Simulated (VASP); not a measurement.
A run of VASP 6.6.1:

File INCAR:

```
SYSTEM = MoS2
  PREC = Accurate
  ENCUT = 520
  EDIFF = 1E-7
  ISMEAR = 0
  SIGMA = 0.03
  LREAL = .False.
  LASPH = .True.
  NELM = 100
  ALGO = Fast
  ISIF = 2
  LWAVE = .False.
  LCHARG = .False.
  LDIPOL = .True.
  IDIPOL = 3
  DIPOL = 0.5 0.5 0.285
  GGA = PS
  IVDW = 12
  NBANDS = 20
```

The input KPOINTS:

```
Automatic mesh
0
Gamma
  12 12 1
  0 0 0
```

File POSCAR:

```
MoS2
1.0
    3.1167683730      0.0000000000      0.0000000000
   -1.5583841865      2.6992005887      0.0000000000
    0.0000000000      0.0000000000     30.0399999981
S Mo
2 1
Direct
    0.6666666667      0.3333333333      0.2328852660
    0.6666666667      0.3333333333      0.3370215250
    0.3333333333      0.6666666667      0.2849533955
```

Potentials or basis: VASP PAW PBE potentials, release 64 (S, Mo_sv).

The run is started by

```console
$ cat potpaw_PBE.64/S/POTCAR potpaw_PBE.64/Mo_sv/POTCAR > POTCAR
$ mpirun -np 1 vasp_std > vasp.out
```

Hardware: 1 thread of Intel(R) Xeon(R) Platinum 8488C (Sapphire Rapids), with other jobs on the host.

Estimate the wall time of this run.

Run time: 3 min on 1 thread of Intel(R) Xeon(R) Platinum 8488C (Sapphire Rapids) (shared host), peak memory 0.39 GiB. Counts: scf iterations 21, k points 19.
